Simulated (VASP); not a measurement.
Input:

```
BeSe
1.0
    5.13408     0.00000     0.00000
    0.00000     3.63034     0.00000
    0.00000     0.00000    25.87376
Be Se
6 6
Direct
  0.00000   0.00000   0.67539
  0.50000   0.50000   0.60523
  0.00000   0.00000   0.53508
  0.50000   0.50000   0.46492
  0.00000   0.00000   0.39477
  0.50000   0.50000   0.32461
  0.25000   0.00000   0.60523
  0.75000   0.50000   0.67539
  0.25000   0.00000   0.46492
  0.75000   0.50000   0.53508
  0.25000   0.00000   0.32461
  0.75000   0.50000   0.39477
```

These are PBEsol GGA, VASP's PBE PAW potentials (set 64) (plane waves; VASP) values and carry that method's errors. Numerical set-up: PREC = Normal, EDIFF = 1E-5, 400 eV cut-off, 4×6×1 Γ-centred mesh, Gaussian smearing of 0.050 eV, potentials Be Se.

The ions are relaxed. Give the cell that the relaxation ends in.

```
BeSe
1.0
    5.13408     0.00000     0.00000
    0.00000     3.63034     0.00000
    0.00000     0.00000    25.87376
Be Se
6 6
Direct
  0.94248   0.00000   0.65870
  0.51707   0.50000   0.60822
  0.01493   0.00000   0.53414
  0.51493   0.50000   0.46586
  0.01707   0.00000   0.39178
  0.44248   0.50000   0.34130
  0.26567   0.00000   0.60505
  0.74714   0.50000   0.68097
  0.26271   0.00000   0.46402
  0.76271   0.50000   0.53598
  0.24714   0.00000   0.31903
  0.76567   0.50000   0.39495
```

How much energy does the relaxation gain?

The energy (σ→0) changes by -91.6 meV/atom, in 16 ionic steps.

The cell is a thin slab with vacuum, built from BeSe (zinc blende): (110) face.
